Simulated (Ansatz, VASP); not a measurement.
# TiRh: VASP beside Ansatz

Wanted: the spread between two codes on one cell, functional and k mesh. The cell is taken from a series of runs on this material, whose earlier steps may have relaxed, scaled, displaced or heated it; both programs get it as it stands.

Main program and level: Ansatz 0.2.0; plane waves, with VASP 6.6.1 beside it; PBEsol.

## 1. Starting point

It takes space group P4/mmm (No. 123, tetragonal). Conventional cell: a = 2.924 Å, b = 2.924 Å, c = 3.376 Å, α = 90.00°, β = 90.00°, γ = 90.00°. Nearest to Ti lie 8 Rh at 2.67 Å and 4 Ti at 2.92 Å. Rh has 8 Ti at 2.67 Å and 4 Rh at 2.92 Å nearest. Farther neighbours are not listed.

As a file:

```xyz
2
Lattice="2.9236 0.0000 0.0000 0.0000 2.9236 0.0000 0.0000 0.0000 3.3761" Properties=species:S:1:pos:R:3 pbc="T T T"
Ti    1.4618    1.4618    1.6881
Rh    0.0000    0.0000    0.0000
```

## 2. VASP: relaxation of cell and atoms, PBEsol

The relaxed volume is the usual yardstick between codes: in a stiff, nearly cubic crystal its relative difference is about their pressure difference at one cell divided by the bulk modulus.

Lines of VASP's logs that name or quote its potential files are left out, and so is its time.

The input, INCAR:

```
SYSTEM = TiRh
PREC = Accurate
ENCUT = 500
EDIFF = 1E-07
NELM = 120
ISMEAR = 1
SIGMA = 0.2
LREAL = .FALSE.
ALGO = Normal
GGA = PS
NBANDS = 19
LASPH = .TRUE.
LORBIT = 11
LWAVE = .FALSE.
LCHARG = .FALSE.
ISIF = 3
IBRION = 2
NSW = 80
EDIFFG = -0.005
GGA_COMPAT = .FALSE.
NELMIN = 4
```

The input, POSCAR:

```
TiRh
1.0
    2.9236330000      0.0000000000      0.0000000000
    0.0000000000      2.9236330000      0.0000000000
    0.0000000000      0.0000000000      3.3761040000
Ti Rh
1 1
Direct
    0.5000001710      0.5000001710      0.5000000000
    0.0000001710      0.0000001710      0.0000000000
```

The input, KPOINTS:

```
Automatic mesh
0
Gamma
10 10 10
0 0 0
```

Potentials, in the order of the species: Ti_sv and Rh_pv (PBE family, release 64).

On the command line:

```console
$ mpirun -np 1 vasp_std
```

Numbers of over 12 decimals in the logs are rounded to 6 here.

Log:

```text
[banner, memory and clock lines left out]
running    1 mpi-ranks, on    1 nodes
 distrk:  each k-point on    1 cores,    1 groups
 distr:  one band on    1 cores,    1 groups

 POSCAR found type information on POSCAR TiRh
 POSCAR found :  2 types and       2 ions
|                                                                             |
|               ----> ADVICE to this user running VASP <----                  |
|                                                                             |
|     You enforced a specific xc type in the INCAR file but a different       |
|     [... a line on the potential file left out ...]
|     I HOPE YOU KNOW WHAT YOU ARE DOING!                                     |
|                                                                             |

 LDA part: xc-table for (Slater+PW92), standard interpolation
 POSCAR, INCAR and KPOINTS ok, starting setup
 FFT: planning ... GRIDC
 FFT: planning ... GRID_SOFT
 FFT: planning ... GRID
 WAVECAR not read
 entering main loop
       N       E                     dE             d eps       ncg     rms          rms(c)
DAV:   1     0.293230867888E+03    0.29323E+03   -0.14841E+04  4804   0.166E+03
DAV:   2    -0.461675448970E+00   -0.29369E+03   -0.28696E+03  4950   0.488E+02
DAV:   3    -0.194101743388E+02   -0.18948E+02   -0.18581E+02  8005   0.114E+02
DAV:   4    -0.201983384130E+02   -0.78816E+00   -0.78458E+00  5573   0.180E+01
DAV:   5    -0.202234188538E+02   -0.25080E-01   -0.25079E-01  6243   0.272E+00    0.132E+01
DAV:   6    -0.186936349140E+02    0.15298E+01   -0.10960E+01  5015   0.317E+01    0.909E+00
DAV:   7    -0.182399935415E+02    0.45364E+00   -0.94861E+00  5157   0.221E+01    0.417E+00
DAV:   8    -0.179628780951E+02    0.27712E+00   -0.11828E+00  5639   0.913E+00    0.137E+00
DAV:   9    -0.179673427703E+02   -0.44647E-02   -0.50988E-02  5371   0.182E+00    0.571E-01
DAV:  10    -0.179675890411E+02   -0.24627E-03   -0.11221E-02  5540   0.958E-01    0.119E-01
DAV:  11    -0.179675898070E+02   -0.76590E-06   -0.48781E-04  5695   0.198E-01    0.623E-02
DAV:  12    -0.179675453796E+02    0.44427E-04   -0.12251E-04  5407   0.749E-02    0.276E-02
DAV:  13    -0.179675412629E+02    0.41167E-05   -0.15358E-05  5010   0.353E-02    0.925E-03
DAV:  14    -0.179675408738E+02    0.38915E-06   -0.18700E-06  4865   0.125E-02    0.330E-03
DAV:  15    -0.179675409535E+02   -0.79710E-07   -0.51171E-07  5478   0.602E-03
   1 F= -.17967541E+02 E0= -.17967065E+02  d E =-.179675E+02
[...]
2 F= -.17967544E+02 E0= -.17967062E+02  d E =-.278741E-05
[...]
3 F= -.17967550E+02 E0= -.17967071E+02  d E =-.884347E-05
[...]
4 F= -.17967550E+02 E0= -.17967071E+02  d E =-.877707E-05
 curvature:  -0.24 expect dE=-0.161E-05 dE for cont linesearch -0.216E-08
 trial: gam= 0.24766 g(F)=  0.524E-59 g(S)=  0.675E-05 ort =-0.515E-06 (trialstep = 0.896E+00)
 search vector abs. value=  0.829E-05
 bond charge predicted
       N       E                     dE             d eps       ncg     rms          rms(c)
DAV:   1    -0.179675953275E+02   -0.45515E-04   -0.15810E-03  5100   0.442E-01    0.453E-02
DAV:   2    -0.179675736532E+02    0.21674E-04   -0.20146E-04  4994   0.108E-01    0.351E-02
DAV:   3    -0.179675604435E+02    0.13210E-04   -0.12507E-04  5473   0.837E-02    0.191E-02
DAV:   4    -0.179675535587E+02    0.68847E-05   -0.22823E-05  5465   0.352E-02    0.325E-03
DAV:   5    -0.179675534205E+02    0.13826E-06   -0.74842E-07  5392   0.777E-03    0.165E-03
DAV:   6    -0.179675533913E+02    0.29129E-07   -0.63524E-08  2567   0.222E-03
   5 F= -.17967553E+02 E0= -.17967065E+02  d E =-.366077E-05
 trial-energy change:   -0.000004  1 .order   -0.000004   -0.000006   -0.000002
 step:   1.2718(harm=  1.2718)  dis= 0.00000  next Energy=   -17.967554 (dE=-0.421E-05)
 reached required accuracy - stopping structural energy minimisation
```

From OUTCAR (step 2):

```text
ion  position               nearest neighbor table
   1  0.500  0.500  0.500-   2 2.67   2 2.67   2 2.67   2 2.67   2 2.67   2 2.67   2 2.67   2 2.67

  LATTYP: Found a simple tetragonal cell.
 ALAT       =     2.9236330000
 C/A-ratio  =     1.1547632689

 Subroutine GETGRP returns: Found 16 space group operations
 (whereof 16 operations were pure point group operations)

The static configuration has the point symmetry D_4h.

 Found    126 irreducible k-points:

   k-points           NKPTS =    126   k-points in BZ     NKDIM =    126   number of bands    NBANDS=     19

   dimension x,y,z NGX =    24 NGY =   24 NGZ =   28
   dimension x,y,z NGXF=    48 NGYF=   48 NGZF=   56

   ENCUT  =  500.0 eV  36.75 Ry    6.06 a.u.   5.33  5.33  6.16*2*pi/ulx,y,z

   NELECT =      27.0000    total number of electrons

 k-points in reciprocal lattice and weights: Automatic mesh
   0.00000000  0.00000000  0.00000000       0.001
   0.10000000  0.00000000  0.00000000       0.004
   0.20000000  0.00000000  0.00000000       0.004
   0.30000000  0.00000000  0.00000000       0.004
   0.40000000  0.00000000  0.00000000       0.004
   0.50000000  0.00000000  0.00000000       0.002
   0.10000000  0.10000000  0.00000000       0.004
   0.20000000  0.10000000  0.00000000       0.008
   0.30000000  0.10000000  0.00000000       0.008
[...]
0.50000000  0.40000000  0.50000000       0.004
   0.50000000  0.50000000  0.50000000       0.001

 average (electrostatic) potential at core
       1 -70.0700       2 -71.5476

 E-fermi :  11.0530

 k-point     1 :       0.0000    0.0000    0.0000
  band No.  band energies     occupation
    ...
      9       5.6256      2.00000
     10       5.7972      2.00000
     11       8.5528      2.00000
     12       8.5528      2.00000
     13       9.4276      2.00000
     14      11.2694     -0.06335
     15      12.4108     -0.00000
     16      13.7589     -0.00000
     17      13.8919     -0.00000
     18      13.8919     -0.00000
    ...

 k-point     2 :       0.1000    0.0000    0.0000
  band No.  band energies     occupation
    ...
      9       5.7487      2.00000
     10       5.9400      2.00000
     11       8.4749      2.00000
     12       8.6160      2.00000
     13       9.3447      2.00000
     14      11.3123     -0.06948
     15      12.3372     -0.00000
     16      13.3069     -0.00000
     17      13.4992     -0.00000
     18      13.7975     -0.00000
    ...

 k-point     3 :       0.2000    0.0000    0.0000
  band No.  band energies     occupation
    ...
      9       6.0536      2.00000
     10       6.3745      2.00000
     11       8.2802      2.00000
     12       8.7929      2.00000
     13       9.1349      2.00000
     14      11.2603     -0.05707
     15      12.2905     -0.00000
     16      12.3130     -0.00000
     17      12.9179     -0.00000
     18      13.5394     -0.00000
    ...

  Total       -0.0018131     -0.0018131      0.0036139      0.0000000      0.0000000     -0.0000000
  in kB       -0.1007107     -0.1007107      0.2007374      0.0000000      0.0000000     -0.0000000
  external PRESSURE =      -0.0002280 kB  Pullay stress =       0.0000000 kB

  energy-cutoff  :      500.00
  volume of cell :       28.84
      direct lattice vectors                 reciprocal lattice vectors
     2.922433142  0.000000000  0.000000000     0.342180625  0.000000000 -0.000000000
     0.000000000  2.922433142  0.000000000     0.000000000  0.342180625  0.000000000
     0.000000000  0.000000000  3.377296901    -0.000000000  0.000000000  0.296094785

 POSITION                                       TOTAL-FORCE (eV/Angst)
 -----------------------------------------------------------------------------------
      1.46122      1.46122      1.68865        -0.000000      0.000000      0.000000
      0.00000      0.00000      3.37730         0.000000      0.000000      0.000000
 -----------------------------------------------------------------------------------
    total drift:                               -0.001440     -0.001440      0.000000

  FREE ENERGIE OF THE ION-ELECTRON SYSTEM (eV)
  ---------------------------------------------------
  free  energy   TOTEN  =       -17.9675533913 eV

  energy  without entropy=      -17.9660884513  energy(sigma->0) =      -17.96706508

 reached required accuracy - stopping structural energy minimisation

 total charge
# of ion       s       p       d       tot
------------------------------------------
    1        2.251   6.182   1.858  10.291
    2        0.456   6.294   7.169  13.918
--------------------------------------------------
tot          2.706  12.477   9.026  24.209

[... 3 further parts left out ...]
```

CONTCAR:

```
TiRh
   1.00000000000000
     2.9224331424317245    0.0000000000000000    0.0000000000000000
     0.0000000000000000    2.9224331424317245    0.0000000000000000
     0.0000000000000000    0.0000000000000000    3.3772969012759750
  Ti              Rh
     1     1
Direct
     0.5000001710000035    0.5000001710000035    0.5000000000000000
     0.0000001710000035    0.0000001710000035    1.0000000000000000
```

This run has no spin polarisation. Its electron count is odd, so without a moment it is a metal by construction. The run keeps the 16 symmetry operations of its start, so it cannot find a distortion of lower symmetry.

## 3. Ansatz: relaxation of cell and atoms, PBEsol

Ansatz runs on its PAW soft_1 files.

The same cell, functional, mesh and smearing now go to Ansatz, which takes its cutoff from its data sets.

The input, input.yaml:

```yaml
crystal:
  lattice:
    - [2.9236333215, 0.0, 0.0]
    - [0.0, 2.9236333215, 0.0]
    - [0.0, 0.0, 3.3761040127]
  atoms:
    - { symbol: Ti, position: [0.5, 0.5, 0.5] }
    - { symbol: Rh, position: [0.0, 0.0, 0.0] }
kpoints:
  mp_grid: { grid: [10, 10, 10] }
hamiltonian:
  xc: pbesol
  pseudopotentials: { kind: paw, azcp: { folder: soft_1 }, xc_functional: pbe }
scf:
  occupations: { method: methfessel_paxton, width: 0.2 }
output:
  forces: true
  stress: true
  eigenvalues: true
  write_density: true
  write_potential: true
  elf: true
  volumetric_format: npy
relax:
  adjacent_minimum: "off"
  f_tol: 0.001
  max_steps: 60
  cell: { stress_tol: 0.01 }
```

On the command line:

```console
$ ansatz run input.yaml --threads 4 --pin off --max-ram 12288MiB --backend cpu --events-out ev --progress --plain --runs-dir out
```

Log:

```text
Engine: ansatz 0.2.0, aarch64-unknown-linux-gnu
Pseudopotentials: kind: paw
Pseudopotential: Ti, paw, valence charge 12, recommended cutoff 420 eV (normal), soft_1/Ti.paw.azcp
Pseudopotential: Rh, paw, valence charge 17, recommended cutoff 420 eV (normal), soft_1/Rh.paw.azcp
Functional definition: PBEsol
  exchange = pbesol_x
  correlation = pbesol_c
Crystal: 2 atoms, lattice volume = 28.858 Å³
Basis set: ecut = 420 eV, 575 PW (Γ), exchange–correlation on 40×40×48 points (8 copies of the dense FFT grid, shifted against one another)
Bands: 19, of which v1, the nominal top of the filled ones, is band 15 counted from 1 (14 counted from 0)
Symmetry: 16 space group operations
Space group: P4/mmm (ITA 123), of the structure as read, at distance tolerance 3.1e-5 Å
k-points: 126 of 1000
Non-local potential: Ti, projectors of the file, l = 0: 3, l = 1: 2, l = 2: 3, l = 3: 1
Non-local potential: Rh, projectors of the file, l = 0: 3, l = 1: 2, l = 2: 2, l = 3: 1
PAW form: soft (Blöchl's): semilocal exchange-correlation on the pseudo side does not see the compensation charge
PAW frozen core: Ti, regenerated for the run's functional, and the local potential with it (the file was generated under x = pbe(κ = 0.804, μ = 0.219515), c = pbe(β = 0.066725))
PAW frozen core: Rh, regenerated for the run's functional, and the local potential with it (the file was generated under x = pbe(κ = 0.804, μ = 0.219515), c = pbe(β = 0.066725))
PAW one-centre angular grid: Ti, 590 points (default); XC on 64 Gauss nodes
PAW one-centre angular grid: Rh, 590 points (default); XC on 64 Gauss nodes
Initial density: superposition of atomic densities (chi_scale 0.1, normalization cell, long waves kept (reshape's long-wave potential 0.00 eV rms))
Initial wavefunctions: pseudopotential atomic-orbital guess
Functional: x = pbesol(κ = 0.804, μ = 0.123457), c = pbesol(β = 0.046)
SCF iter   1: F=—  HF=-8819.830734 eV  |F-HF|=—  |Δ(HF+E_count)|=         —  Δρ=3.81e-1  dr2=7.02e1  ethr=3.10e-3  ⟨swp⟩=4.4  Hψ=8812  notcnv=0
preconditioner: auto → none  [metal: Δε(μ)=0.009 eV  Ē_g=4.363 eV  σ=0.200 eV  W_gap=0.04  n_scr=6 (ndim 8)  ℏωp=24.9 eV  f_vac=0.000  D(μ)=3.30/eV (n_scr^D=40)  sad-step TF]
SCF iter   2: F=—  HF=-8817.146642 eV  |F-HF|=—  |Δ(HF+E_count)|=    2.68e0  S|Δr|=    0.00e0  Δρ=2.92e-1  dr2=4.24e1  ethr=3.10e-3  ⟨swp⟩=2.1  Hψ=5389  notcnv=0  defer=16
SCF iter   3: F=—  HF=-8814.464215 eV  |F-HF|=—  |Δ(HF+E_count)|=    2.68e0  S|Δr|=    0.00e0  Δρ=7.11e-2  dr2=2.37e0  ethr=3.10e-3  ⟨swp⟩=2.9  Hψ=4574  notcnv=0  defer=15
SCF iter   4: F=—  HF=-8814.211098 eV  |F-HF|=—  |Δ(HF+E_count)|=   2.53e-1  S|Δr|=    0.00e0  Δρ=2.06e-2  dr2=1.46e-1  ethr=3.10e-3  ⟨swp⟩=2.3  Hψ=4512  notcnv=0  defer=5
SCF iter   5: F=—  HF=-8814.191306 eV  |F-HF|=—  |Δ(HF+E_count)|=   1.98e-2  S|Δr|=    0.00e0  Δρ=7.43e-3  dr2=2.14e-2  ethr=5.05e-4  ⟨swp⟩=2.3  Hψ=3724  notcnv=0  defer=2
SCF iter   6: F=—  HF=-8814.189037 eV  |F-HF|=—  |Δ(HF+E_count)|=   2.27e-3  S|Δr|=    0.00e0  Δρ=1.76e-3  dr2=1.24e-3  ethr=7.37e-5  ⟨swp⟩=1.1  Hψ=2402  notcnv=0  defer=2
SCF iter   7: F=—  HF=-8814.188890 eV  |F-HF|=—  |Δ(HF+E_count)|=   1.47e-4  S|Δr|=    0.00e0  Δρ=2.70e-4  dr2=2.30e-5  ethr=4.26e-6  ⟨swp⟩=1.6  Hψ=2524  notcnv=0  defer=2
SCF iter   8: F=—  HF=-8814.188893 eV  |F-HF|=—  |Δ(HF+E_count)|=   2.99e-6  S|Δr|=    0.00e0  Δρ=2.44e-5  dr2=1.00e-7  ethr=7.92e-8  ⟨swp⟩=2.4  Hψ=3422  notcnv=0  defer=2
SCF iter   9: F=-8814.188893 eV  HF=-8814.188893 eV  |F-HF|=7.42e-9  |Δ(HF+E_count)|=   1.25e-8  S|Δr|=    0.00e0  Δρ=5.66e-6  dr2=8.04e-9  ethr=3.45e-10  ⟨swp⟩=7.9  Hψ=14071  notcnv=0
SCF 1 converged in 9 iterations: F = -8814.188893 eV  dr2 = 8.04e-9
  greatest PAW one-centre occupation: 0.999 electrons in one spin orbital (limit 2), on the Rh atom at site 1 (counted from 0), in its partial waves of l = 0
relax step   1: F+E_penalty+E_count = -8814.18889281 eV  Δ(F+E_penalty+E_count) = +0.000e0 eV  max|allowed force component| = 1.252e-29 eV/Å  Δτ_max = 0.0000 Å  P = -0.036 GPa  Ω = 28.858 Å³  (9 SCF iters, dr2 threshold 1.00e-7 eV, accepted)
[...]
relax step   2: F+E_penalty+E_count = -8814.18890079 eV  Δ(F+E_penalty+E_count) = -7.982e-6 eV  max|allowed force component| = 2.682e-29 eV/Å  Δτ_max = 0.0000 Å  P = +0.030 GPa  Ω = 28.848 Å³  energy of the carried Pulay correction = +4.661e-6 eV  (4 SCF iters, dr2 threshold 1.07e-8 eV, accepted)
[...]
relax step   3: F+E_penalty+E_count = -8814.18889950 eV  Δ(F+E_penalty+E_count) = +1.295e-6 eV  max|allowed force component| = 5.916e-31 eV/Å  Δτ_max = 0.0000 Å  P = +0.000 GPa  Ω = 28.852 Å³  energy of the carried Pulay correction = +2.640e-6 eV  (4 SCF iters, dr2 threshold 3.82e-9 eV, accepted)
[...]
relax step   4: F+E_penalty+E_count = -8814.18889575 eV  Δ(F+E_penalty+E_count) = +3.742e-6 eV  max|allowed force component| = 0.000e0 eV/Å  Δτ_max = 0.0000 Å  P = +0.000 GPa  Ω = 28.852 Å³  stress off target by 1.97e-4 GPa  SCF on the basis re-selected at this cell (its energy is not comparable with the rows above)  (5 SCF iters)
basis re-selected at this cell: Δ(F+E_penalty+E_count) = +3.742e-6 eV, ΔP = -0.000 GPa vs the last step (what re-selecting the basis moved, of the pressure what is left beyond the Pulay correction that the steps carried, after the strain that the cell walked since its last selection, with what the two solves' SCF thresholds leave and, on support functions, any second-order correction that the steps lacked; it is no measure of the basis error at this ecutwfc). This SCF's stress stands 1.97e-4 GPa from its target on what of the cell is left free (relax.cell.stress_tol is 1.00e-2 GPa) and its largest allowed force component is 0.00e0 eV/Å (relax.f_tol is 1.00e-3 eV/Å): [rest of the remark cut]
SCF converged after 5 iterations
Stability not checked: this state was not tested for a lower state beside it, because cold or Methfessel-Paxton smearing, or corrected tetrahedra, fill the levels in a way that the test cannot read (fill_not_monotonic; see scf.lower_state_search)
Free energy (F): -8814.188896 eV
Harris-Foulkes:  -8814.188896 eV  (|F-HF|=0.00e0)
Internal energy: -8814.187343 eV  (E = F + TS)
E sigma→0 (E₀):  -8814.188508 eV
Entropy (-TS):   -0.001553 eV (-0.776 meV/atom)
Fermi energy:    19.035864 eV
--- Per-component energies (eV) ---
  E_band       = -242.457441
  E_kinetic    = 820.578951
  E_local      = -2381.400491  (includes V_loc(G=0)·N_el)
  E_nonlocal   = 361.255873
  E_hartree    = 910.328222
  E_xc         = -317.496510
  E_vxc        = -399.796153  (∫ρ·V_xc dr)
  E_paw        = -4557.557636  (= ΣΔE_a)
  E_vpaw       = -463.751988  (= ΣTr[D̂ρ^β])
  E_aug_tail   = -0.000086  (compensation charges beyond the density's cutoff)
  E_ewald      = -3650.311253
  E_core_change = 0.415585  (= ΣΔE_core)
  E_smearing   = -0.001553  (= −TS)
  E_closure    = -0.000000  (closes the sum)
  Σ components = -8814.188896   (vs F -8814.188896, Δ=0.00e0)
--- Forces (eV/Å), atoms counted from 1 ---
  atom   1  Ti     0.00000000     0.00000000     0.00000000
  atom   2  Rh     0.00000000     0.00000000     0.00000000
  max |Σ_I F_I| component: 0.00e0 eV/Å
--- Stress (GPa, compression-positive) ---
       -0.000041       0.000000       0.000000
        0.000000      -0.000041       0.000000
        0.000000       0.000000       0.000197
  P = ⅓ Tr σ = 0.0000 GPa (0.000 kbar)
--- Band table (eV; the first three rows and the last of 126) ---
  k-point 0: bands = [... 11 lower, 16.5298, 16.5298, 17.4047, 19.2521, 20.3956, 21.7517, 21.8834, 21.8834]
  k-point 1: bands = [... 11 lower, 16.5496, 16.5496, 17.4365, 19.1193, 20.3485, 21.6649, 21.6649, 21.6988]
  k-point 2: bands = [... 11 lower, 16.6075, 16.6075, 17.5231, 18.7623, 20.1646, 21.1477, 21.1477, 21.5574]
  k-point 125: bands = [... 11 lower, 16.8517, 17.4877, 17.4877, 17.9573, 18.7869, 21.3550, 22.1523, 27.9977]
--- Relaxed structure (3 steps of the walk, 3 accepted, 1 SCFs on fresh bases) ---
  F+E_penalty+E_count = -8814.18889575 eV   max|allowed force component| = 0.000e0 eV/Å   (the final SCF, on the basis selected at the relaxed cell)
  cell:  # Å, volume = 28.8523 Å³
    - [2.922819, 0, 0.0]
    - [0, 2.922819, 0.0]
    - [0.0, 0.0, 3.377354]
  atoms:
    - { symbol: Ti, position: [0.5, 0.5, 0.5] }
    - { symbol: Rh, position: [0, 0, 0.0] }
```

Reading the cycles: dr2 is the Hartree energy of the density residual (eV), the measure of convergence; HF is the Harris–Foulkes estimate of the energy, which meets the free energy F at convergence.

## 4. Side by side

Known differences besides the potentials themselves: the data sets hold 29 valence electrons in Ansatz (on its PAW soft_1 files) and 27 in VASP; the cutoff is 420 eV in Ansatz and 500 eV in VASP; Ansatz makes its cores anew for this functional, VASP keeps those of its PBE data sets; Ansatz adds a Pulay correction to the stress that steers its cell, VASP none. Total energies have different zeros and are not compared.

Compared:

| quantity | Ansatz | VASP | difference |
| --- | --- | --- | --- |
| volume (Å³) | 28.85 | 28.84 | +0.03 % |
| edge a after relaxation, in the typed setting (Å) | 2.923 | 2.922 | +0.01 % |
| edge c after relaxation, in the typed setting (Å) | 3.377 | 3.377 | +0.00 % |

## 5. Outcome

* difference in volume (relaxation of cell and atoms, PBEsol): 0.028 %

In words: The difference in volume is 0.028 % (relaxation of cell and atoms, PBEsol), within the 1.2 % picked in this series as the mark of a large difference, as far as the stopping tolerances let one tell. The data sets hold unlike numbers of valence electrons (29 in Ansatz and 27 in VASP), so part of the differences may come from the potentials. 1 further pair of this series is not shown here. How closely two codes agree says nothing of how well the functional describes the real material.

[Lines on the potential files, build, host, timing and source positions are cut from VASP's logs without a mark.]

[Logs are printed without paths, hosts, clocks, repeated set-up lines and the standing remarks that a program may print on its own settings, such as how far it seeks lower states.]

[Hosts, paths, dates, database ids (printed as entryN), source tags and the programs' standing remarks are cut or masked in the printed files.]
